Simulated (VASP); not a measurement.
Level of theory: vdW-DF-cx, VASP's PBE PAW potentials (set 64) (plane waves; VASP).

The input files of a VASP run:

**POSCAR**
```
MgS
1
    0.0000000000     2.5976469526     2.5976469526
    2.5976469526     0.0000000000     2.5976469526
    2.5976469526     2.5976469526     0.0000000000
Mg S
1 1
Direct
  1.0000000000   1.0000000000   0.0000000000
  0.5000000000   0.5000000000   0.5000000000
```

### KPOINTS
```
K-points
0
G
10 10 10
0 0 0
```

INCAR:
```
SYSTEM = MgS
PREC = Accurate
ENCUT = 520
EDIFF = 1E-7
NELM = 100
ALGO = Normal
LREAL = .FALSE.
LASPH = .TRUE.
ISMEAR = -5
GGA = CX
LUSE_VDW = .TRUE.
AGGAC = 0.0
LWAVE = .FALSE.
LCHARG = .TRUE.
LORBIT = 11
NEDOS = 601
ISIF = 2
```

POTCAR, in this order: Mg S (PBE.64 set). Program: vasp_std.

### Question
What will the output report for the number of irreducible k-points (NKPTS), largest plane-wave count, number of space-group operations, FFT grid (NGX, NGY, NGZ)?

### Answer

| Item | Value |
|---|---|
| number of irreducible k-points (NKPTS) | 47 |
| largest plane-wave count | 960 |
| number of space-group operations | 48 |
| FFT grid (NGX, NGY, NGZ) | 28 × 28 × 28 |

The compound is MgS in the rock salt structure. It was relaxed first.
